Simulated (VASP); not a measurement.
A VASP calculation is set up with these files.

File KPOINTS:
```
Automatic mesh
0
Gamma
11 11 11
0 0 0
```

INCAR:
```
SYSTEM = TlBr
PREC = Accurate; ENCUT = 400; LREAL = .FALSE.
LASPH = .TRUE.
EDIFF = 1E-6; NELM = 100; ALGO = Normal
LMAXMIX = 4
ISMEAR = 0; SIGMA = 0.05
GGA = PE
ISIF = 2
LWAVE = .FALSE.; LCHARG = .FALSE.
```

POSCAR:
```
TlBr
1
    4.0698000000     0.0000000000     0.0000000000
    0.0000000000     4.0698000000     0.0000000000
    0.0000000000     0.0000000000     4.0698000000
Tl Br
1 1
Direct
  0.0000000000   0.0000000000   0.0000000000
  0.5000000000   0.5000000000   0.5000000000
```

POTCAR, in this order: Tl_d Br (PBE.64 set). Program: vasp_std.

### Question
Write an equivalent input for Ansatz.

### Answer
One equivalent input (not run):
Ansatz 0.2 input:
```yaml
crystal:
  lattice:
    - [4.0698000, 0.0000000, 0.0000000]
    - [0.0000000, 4.0698000, 0.0000000]
    - [0.0000000, 0.0000000, 4.0698000]
  atoms:
    - { symbol: Tl, position: [0.0000000, 0.0000000, 0.0000000] }
    - { symbol: Br, position: [0.5000000, 0.5000000, 0.5000000] }
kpoints:
  mp_grid: { grid: [11, 11, 11] }
hamiltonian:
  xc: pbe
  pseudopotentials: { kind: paw }
scf:
  occupations: { method: gaussian, width: 0.05 }
  max_iter: 100
output: { forces: true, stress: true, eigenvalues: true }
```
Limits of the translation: each code has its own PAW files, so the cut-off isn't converted (ENCUT is set for VASP's; basis.ecutwfc is left out, and Ansatz then takes the one that its files recommend); Ansatz stops its SCF on the density residual and VASP on the energy change (EDIFF).

The compound is TlBr in the CsCl type structure. The cell was not relaxed at this level. The run is one of a series of settings (KPOINTS 11×11×11 Γ-centred mesh against the base run), some of them coarse on purpose.
